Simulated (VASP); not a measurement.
# NaI (rock salt): computed properties

Computed with r2SCAN meta-GGA, VASP's PBE PAW potentials (set 64) (plane waves; VASP).

space group: Fm-3m (225)
cell: a = 6.446 Å, b = 6.446 Å, c = 6.446 Å, α = 90.00°, β = 90.00°, γ = 90.00°
volume per atom: 33.48 Å³/atom
band gap (over mesh and band path): 4.48 eV
smallest direct gap (over mesh and band path): 4.48 eV
band-edge character: direct, Γ to Γ
density: 3.72 g/cm³
mean ε∞ (independent particles): 3.37

```
NaI
1.0
    0.00000     3.22317     3.22317
    3.22317     0.00000     3.22317
    3.22317     3.22317     0.00000
Na I
1 1
Direct
  0.00000   0.00000   0.00000
  0.50000   0.50000   0.50000
```

Measured: gap 5.90 eV (computed value off by -1.42 eV), as given by Abedi et al., (2022), arXiv:2211.14644. Unless said otherwise, spin-orbit coupling is left out, though it shifts the bands of the heavy elements here.

The compound is NaI in the rock salt structure. It was relaxed first. Symmetry was kept, so distortions that lower it aren't found.
